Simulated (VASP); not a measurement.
These are PBE GGA, VASP's PBE PAW potentials (set 64) (plane waves; VASP) values and carry that method's errors.

The input files of a VASP run:

POSCAR:
```
LiF
1
    0.0000000000     2.0150000000     2.0150000000
    2.0150000000     0.0000000000     2.0150000000
    2.0150000000     2.0150000000     0.0000000000
Li F
1 1
Direct
  0.0000000000   0.0000000000   0.0000000000
  0.5000000000   0.5000000000   0.5000000000
```

### INCAR
```
! general
SYSTEM = LiF
PREC   = Accurate
ENCUT  = 400   ! plane-wave cut-off (eV)
LREAL  = .FALSE.   ! projection in real space or not
LASPH  = .TRUE.   ! aspherical one-centre terms

! electronic loop
EDIFF  = 1E-6   ! SCF stop (eV)
NELM   = 100   ! most electronic steps
ALGO   = Normal

! smearing
ISMEAR = -1
SIGMA  = 0.01   ! width (eV)

! functional
GGA    = PE   ! PBE

! ions
ISIF   = 2   ! forces and stress, cell fixed

! output
LWAVE  = .FALSE.
LCHARG = .FALSE.
```

### KPOINTS
```
Automatic mesh
0
G
10 10 10
0 0 0
```

POTCAR, in this order: Li_sv F (PBE.64 set). Program: vasp_std.

At this cut-off the stress carries a Pulay error, which pulls relaxed volumes low. Gaps are read on the run's mesh, which can miss a band edge.

Task: What does the run give for the energy per atom (σ→0), pressure, band gap (on the k-mesh)?

Result: 
The energy per atom (σ→0) is -4.855 eV/atom and the band gap (on the k-mesh) comes out as 9.31 eV. The pressure comes out as -108.7 kbar.

OSZICAR:
```
...
DAV:   6    -0.969719520016E+01    0.49846E+00   -0.24936E+00   868   0.120E+01    0.149E+00
DAV:   7    -0.970194224878E+01   -0.47470E-02   -0.21228E-02  1122   0.159E+00    0.909E-01
DAV:   8    -0.970905799011E+01   -0.71157E-02   -0.16646E-02  1094   0.169E+00    0.994E-02
DAV:   9    -0.970916150105E+01   -0.10351E-03   -0.10525E-03   961   0.340E-01    0.414E-02
DAV:  10    -0.970923928893E+01   -0.77788E-04   -0.14369E-04   925   0.116E-01    0.981E-03
DAV:  11    -0.970923811977E+01    0.11692E-05   -0.46608E-06  1074   0.255E-02    0.129E-03
DAV:  12    -0.970923810086E+01    0.18914E-07   -0.42260E-07   871   0.705E-03
   1 F= -.97092381E+01 E0= -.97092381E+01  d E =-.764682E-17
```

The structure is a typed LiF crystal (Fm-3m). The cell was not relaxed at this level. The run is one of a series of settings (KPOINTS 10×10×10 Γ-centred mesh against the base run), some of them coarse on purpose.
